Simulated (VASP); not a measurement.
Level of theory: r2SCAN meta-GGA, VASP's PBE PAW potentials (set 64) (plane waves; VASP).

VASP input:

**INCAR**
```
# general
SYSTEM  = SrCl2
PREC    = Accurate
ENCUT   = 400   # plane-wave cut-off (eV)
LREAL   = F
LASPH   = T   # aspherical one-centre terms

# electronic loop
EDIFF   = 1E-7
NELM    = 100   # most electronic steps
ALGO    = Normal   # blocked Davidson
LMAXMIX = 4
LMIXTAU = T

# smearing
ISMEAR  = -5   # tetrahedra, Bloechl

# functional
METAGGA = R2SCAN

# ions
ISIF    = 2   # forces and stress, cell fixed

# output
LWAVE   = F
LCHARG  = F
LORBIT  = 11   # lm-projected
NEDOS   = 601   # DOS grid

# other
LEFG    = T
```

File POSCAR:
```
SrCl2
1
    0.0000000000     3.4979229564     3.4979229564
    3.4979229564     0.0000000000     3.4979229564
    3.4979229564     3.4979229564     0.0000000000
Sr Cl
1 2
Direct
  0.0000000000   0.0000000000   0.0000000000
  0.2500000000   0.2500000000   0.2500000000
  0.7500000000   0.7500000000   0.7500000000
```

File KPOINTS_OPT:
```
k-points along high-symmetry lines
10
Line-mode
Reciprocal
  0.000000   0.000000   0.000000 ! GAMMA
  0.500000   0.000000   0.500000 ! X

  0.500000   0.000000   0.500000 ! X
  0.625000   0.250000   0.625000 ! U

  0.375000   0.375000   0.750000 ! K
  0.000000   0.000000   0.000000 ! GAMMA

  0.000000   0.000000   0.000000 ! GAMMA
  0.500000   0.500000   0.500000 ! L

  0.500000   0.500000   0.500000 ! L
  0.500000   0.250000   0.750000 ! W

  0.500000   0.250000   0.750000 ! W
  0.500000   0.000000   0.500000 ! X
```

File KPOINTS:
```
Regular mesh
0
gamma
 6 6 6
```

POTCAR, in this order: Sr_sv Cl (PBE.64 set). Program: vasp_std.

Output of the run:

File OUTCAR:
```
 ion  position               nearest neighbor table
   1  0.000  0.000  0.000-   3 3.03   3 3.03   3 3.03   2 3.03   3 3.03   2 3.03   2 3.03   2 3.03
  LATTYP: Found a face centered cubic cell.
 ALAT       =     6.9958459128
 Subroutine PRICEL returns:
 Original cell was already a primitive cell.
 Subroutine GETGRP returns: Found 48 space group operations
The static configuration has the point symmetry O_h .
The dynamic configuration has the point symmetry O_h .
 Subroutine INISYM returns: Found 48 space group operations
 Subroutine IBZKPT returns following result:
 Found     16 irreducible k-points:

 Following reciprocal coordinates:
            Coordinates               Weight
  0.000000  0.000000  0.000000      1.000000
  0.166667  0.000000  0.000000      8.000000
  0.333333  0.000000  0.000000      8.000000
  0.500000  0.000000  0.000000      4.000000
  0.166667  0.166667  0.000000      6.000000
  0.333333  0.166667  0.000000     24.000000
  0.500000  0.166667  0.000000     24.000000
 -0.333333  0.166667  0.000000     24.000000
 -0.166667  0.166667  0.000000     12.000000
  0.333333  0.333333  0.000000      6.000000
  0.500000  0.333333  0.000000     24.000000
 -0.333333  0.333333  0.000000     12.000000
  0.500000  0.500000  0.000000      3.000000
  0.500000  0.333333  0.166667     24.000000
 -0.333333  0.333333  0.166667     24.000000
 -0.333333  0.500000  0.166667     12.000000
   k-points           NKPTS =     16   k-points in BZ     NKDIM =     16   number of bands    NBANDS=     16
   number of dos      NEDOS =    601   number of ions     NIONS =      3
   total plane-waves  NPLWV =  32768
   dimension x,y,z NGX =    32 NGY =   32 NGZ =   32
   dimension x,y,z NGXF=    64 NGYF=   64 NGZF=   64
   ions per type =               1   2
   PREC   = accura    normal or accurate (medium, high low for compatibility)
   ISTART =      0    job   : 0-new  1-cont  2-samecut
   ICHARG =      2    charge: 1-file 2-atom 10-const
   ISPIN  =      1    spin polarized calculation?
   LNONCOLLINEAR =      F non collinear calculations
   LSORBIT =      F    spin-orbit coupling
   INIWAV =      1    electr: 0-lowe 1-rand  2-diag
   ENCUT  =  400.0 eV  29.40 Ry    5.42 a.u.   8.07  8.07  8.07*2*pi/ulx,y,z
   NELM   =    100;   NELMIN=  2; NELMDL= -5     # of ELM steps
   EDIFF  = 0.1E-06   stopping-criterion for ELM
   LREAL  =      F    real-space projection
   NLSPLINE    = F    spline interpolate recip. space projectors
   LMAXMIX     =    4 max onsite mixed and CHGCAR
   VOSKOWN=      0    Vosko Wilk Nusair interpolation
   EDIFFG = 0.1E-05   stopping-criterion for IOM
   NSW    =      0    number of steps for IOM
   NBLOCK =      1;   KBLOCK =      1    inner block; outer block
   IBRION =     -1    ionic relax: 0-MD 1-quasi-New 2-CG
   NFREE  =      0    steps in history (QN), initial steepest desc. (CG)
   ISIF   =      2    stress and relaxation
   ISYM   =      2    0-nonsym 1-usesym 2-fastsym
   TEIN   =    0.0    initial temperature
   TEBEG  =    0.0;   TEEND  =   0.0 temperature during run
   SMASS  =  -3.00    Nose mass-parameter (am)
   PSTRESS=    0.0 pullay stress
   NELECT =      24.0000    total number of electrons
   EFERMI =   0.00;   METHOD = LEGACY
   ISMEAR =    -5;   SIGMA  =   0.20  broadening in eV -4-tet -1-fermi 0-gaus
   IALGO  =     38    algorithm
   LDIAG  =      T    sub-space diagonalisation (order eigenvalues)
   IMIX   =      4    mixing-type and parameters
     AMIX     =   0.40;   BMIX     =  1.00
     AMIX_MAG =   1.60;   BMIX_MAG =  1.00
     AMIN     =   0.10
   METAGGA = R2SCAN    functional components
   VOSKOWN =     0    Vosko Wilk Nusair interpolation
   LHFCALC =     F    Hartree Fock is set to
   LHFONE  =     F    Hartree Fock one center treatment
...
```

OSZICAR:
```
       N       E                     dE             d eps       ncg     rms          rms(c)
DAV:   1     0.108035423794E+03    0.10804E+03   -0.10193E+04   512   0.111E+03
DAV:   2    -0.346517787855E+02   -0.14269E+03   -0.14176E+03   696   0.237E+02
DAV:   3    -0.423660284335E+02   -0.77142E+01   -0.77046E+01   744   0.592E+01
DAV:   4    -0.425556455243E+02   -0.18962E+00   -0.18947E+00   848   0.804E+00
DAV:   5    -0.425599976010E+02   -0.43521E-02   -0.43520E-02   776   0.102E+00    0.115E+01
DAV:   6    -0.362613120149E+02    0.62987E+01   -0.23302E+00   848   0.115E+01    0.823E+00
DAV:   7    -0.347984577619E+02    0.14629E+01   -0.94017E-01   792   0.944E+00    0.110E+00
DAV:   8    -0.357199859863E+02   -0.92153E+00   -0.10288E+00   680   0.897E+00    0.207E+00
DAV:   9    -0.350899809458E+02    0.63001E+00   -0.10506E-01   696   0.375E+00    0.152E+00
DAV:  10    -0.351888061679E+02   -0.98825E-01   -0.19121E-02   768   0.154E+00    0.130E+00
DAV:  11    -0.356262351043E+02   -0.43743E+00   -0.19307E-01   528   0.444E+00    0.510E-01
DAV:  12    -0.356847420196E+02   -0.58507E-01   -0.34685E-02   552   0.196E+00    0.352E-01
DAV:  13    -0.356411846852E+02    0.43557E-01   -0.24550E-02   512   0.178E+00    0.648E-01
DAV:  14    -0.356752154002E+02   -0.34031E-01   -0.16043E-02   512   0.151E+00    0.235E-01
DAV:  15    -0.356867098651E+02   -0.11494E-01   -0.27869E-03   512   0.584E-01    0.146E-01
DAV:  16    -0.356868824525E+02   -0.17259E-03   -0.60778E-05   832   0.785E-02    0.123E-01
DAV:  17    -0.356872207919E+02   -0.33834E-03   -0.80383E-05   536   0.984E-02    0.618E-02
DAV:  18    -0.356876330650E+02   -0.41227E-03   -0.82877E-05   544   0.969E-02    0.357E-02
DAV:  19    -0.356877441976E+02   -0.11113E-03   -0.70203E-05   576   0.821E-02    0.175E-02
DAV:  20    -0.356877477133E+02   -0.35157E-05   -0.15595E-05   552   0.432E-02    0.108E-02
DAV:  21    -0.356877541627E+02   -0.64494E-05   -0.29996E-06   624   0.202E-02    0.975E-03
DAV:  22    -0.356877552506E+02   -0.10880E-05   -0.69275E-07   816   0.825E-03    0.628E-03
DAV:  23    -0.356877562875E+02   -0.10369E-05   -0.61643E-07   560   0.869E-03    0.183E-03
DAV:  24    -0.356877562812E+02    0.63487E-08   -0.22057E-07   472   0.638E-03
   1 F= -.35687756E+02 E0= -.35687756E+02  d E =0.000000E+00
       N       E                     dE             ncg
       N       E                     dE             ncg
       N       E                     dE             ncg
       N       E                     dE             ncg
```

File OUTCAR:
```
------------------------ aborting loop because EDIFF is reached ----------------------------------------
  FORCE on cell =-STRESS in cart. coord.  units (eV):
  Direction    XX          YY          ZZ          XY          YZ          ZX
  --------------------------------------------------------------------------------------
  Total       -0.0040131     -0.0040131     -0.0040131     -0.0000000      0.0000000     -0.0000000
  in kB       -0.0751164     -0.0751164     -0.0751164     -0.0000000      0.0000000     -0.0000000
  external PRESSURE =      -0.0751164 kB  Pullay stress =       0.0000000 kB
  volume of cell :       85.60
      direct lattice vectors                 reciprocal lattice vectors
     0.000000000  3.497922956  3.497922956    -0.142941970  0.142941970  0.142941970
     3.497922956  0.000000000  3.497922956     0.142941970 -0.142941970  0.142941970
     3.497922956  3.497922956  0.000000000     0.142941970  0.142941970 -0.142941970
 POSITION                                       TOTAL-FORCE (eV/Angst)
 -----------------------------------------------------------------------------------
      0.00000      0.00000      0.00000        -0.000000      0.000000      0.000000
      1.74896      1.74896      1.74896        -0.000000     -0.000000     -0.000000
      5.24688      5.24688      5.24688         0.000000      0.000000      0.000000
 -----------------------------------------------------------------------------------
    total drift:                                0.000000     -0.000000      0.000000
  FREE ENERGIE OF THE ION-ELECTRON SYSTEM (eV)
  ---------------------------------------------------
  free  energy   TOTEN  =       -35.6877562812 eV

  energy  without entropy=      -35.6877562812  energy(sigma->0) =      -35.68775628

 total charge

# of ion       s       p       d       tot
------------------------------------------
    1        1.995   5.856   0.136   7.986
    2        1.599   3.613   0.000   5.212
    3        1.599   3.613   0.000   5.212
--------------------------------------------------
tot          5.193  13.082   0.136  18.411

 Electric field gradients after diagonalization (V/A^2)
 (convention: |V_zz| > |V_xx| > |V_yy|)
----------------------------------------------------------------------
 ion       V_xx      V_yy      V_zz     asymmetry (V_yy - V_xx)/ V_zz
----------------------------------------------------------------------
   1       0.000     0.000    -0.000       0.000
   2       0.000     0.000    -0.001       0.000
   3       0.000     0.000    -0.001       0.000
```
(Selected blocks of OUTCAR.)

### OUTCAR
```
 val. band max:       -0.2729140516   @ k =   0.5000   0.5000   0.0000

 cond. band min:       5.6598574834   @ k =   0.0000   0.0000   0.0000


 Fermi energy:        -0.2219285085

 k-point     1 :       0.0000    0.0000    0.0000
  band No.  band energies     occupation
      1     -34.2529      2.00000
      2     -15.6173      2.00000
      3     -15.6173      2.00000
      4     -15.6173      2.00000
      5     -14.1368      2.00000
      6     -13.2790      2.00000
      7      -2.3947      2.00000
      8      -2.3947      2.00000
      9      -2.3947      2.00000
     10      -0.6178      2.00000
     11      -0.6178      2.00000
     12      -0.6178      2.00000
     13       5.6599      0.00000
     14       6.4168      0.00000
     15       6.4168      0.00000
     16       9.3358      0.00000

 k-point     2 :       0.1667    0.0000    0.0000
  band No.  band energies     occupation
      1     -34.2521      2.00000
      2     -15.7106      2.00000
      3     -15.6207      2.00000
      4     -15.6207      2.00000
      5     -13.9812      2.00000
      6     -13.3362      2.00000
      7      -2.2939      2.00000
      8      -2.2939      2.00000
      9      -2.2134      2.00000
     10      -0.9128      2.00000
     11      -0.7641      2.00000
     12      -0.7641      2.00000
     13       6.2297      0.00000
     14       6.6162      0.00000
     15       6.6162      0.00000
     16       8.3722      0.00000

 k-point     3 :       0.3333    0.0000    0.0000
  band No.  band energies     occupation
      1     -34.2505      2.00000
      2     -15.8550      2.00000
      3     -15.6273      2.00000
      4     -15.6273      2.00000
      5     -13.7644      2.00000
      6     -13.3890      2.00000
      7      -2.0370      2.00000
      8      -2.0370      2.00000
      9      -1.8655      2.00000
     10      -1.4190      2.00000
     11      -1.0931      2.00000
     12      -1.0931      2.00000
     13       6.9229      0.00000
...
```

The compound is SrCl2 in the fluorite structure. It was relaxed first.
